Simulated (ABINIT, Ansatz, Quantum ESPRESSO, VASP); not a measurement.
# Te (P3_121, 3 atoms in the cell) computed with different codes at matched settings

Self-consistent single point.

```
Te
1.0
    2.25721    -3.90959     0.00000
    2.25721     3.90959     0.00000
    0.00000     0.00000     6.00235
Te
3
Direct
  0.00000   0.26300   0.66667
  0.73700   0.73700   0.00000
  0.26300   0.00000   0.33333
```

All programs got the same cell, k-point mesh and kind of occupations (in Ansatz's words: kpoints.mp_grid.grid = 5 5 3; scf.occupations.method = fermi_dirac; scf.occupations.width = 0.05 eV); potentials, basis and cutoffs are each program's usual ones.

| code | model | pressure (GPa) | largest force (eV/Å) | gap on the mesh (eV) | cutoff |
|---|---|---|---|---|---|
| Ansatz | PBE, default PAW files | 0.20 | 0.114 | 1.012 | default |
| Quantum ESPRESSO | PBE, SSSP 1.1.2 efficiency (PBE) pseudopotentials | 0.22 | 0.203 | 1.001 | 40 Ry |
| VASP | PBE, VASP's PBE PAW potentials (set 64) | 0.23 | 0.125 | 1.007 | 300 eV |
| ABINIT | PBE, PAW (JTH v2.0 PBE PAW) | 0.26 | 0.185 | 1.005 | 40 Ry |

Gaps are read on the mesh. Another mesh or the band path gives a smaller gap, so these values are not converged in the mesh.

The spread over the programs that give each value: pressure within 0.06 GPa; largest force within 0.089 eV/Å; gap on the mesh within 0.011 eV.

The starting cell has typed, rounded lattice constants, without a prior relaxation at this level. Its lattice was rescaled by a random factor within 2.5 % of one. On Ansatz's run: Spin-orbit coupling is off. Another mesh or the band path of this cell gives a smaller gap, so this value is not converged in the mesh.

Why do the programs differ, and what cannot be compared?

Differences of this kind can come from the potentials, where these differ, and from what each basis and cutoff leave unconverged. The valence holds different numbers of electrons (Ansatz (a program for electronic structure) 48, Quantum ESPRESSO 18, VASP 18, ABINIT 18). The zero of total energies and Fermi levels follows the potentials and each program's conventions, so they are not compared here. Ansatz's pressure is given at a fixed set of plane waves, as the other plane-wave codes print theirs.

VASP's run is marked for a possible Pulay error in its stress at this cutoff; no cutoff test was made.

Left out of this page: GPAW, CP2K, Elk, FLEUR and SIESTA (not drawn, or without a comparable value).

Keys are those of Ansatz 0.2.
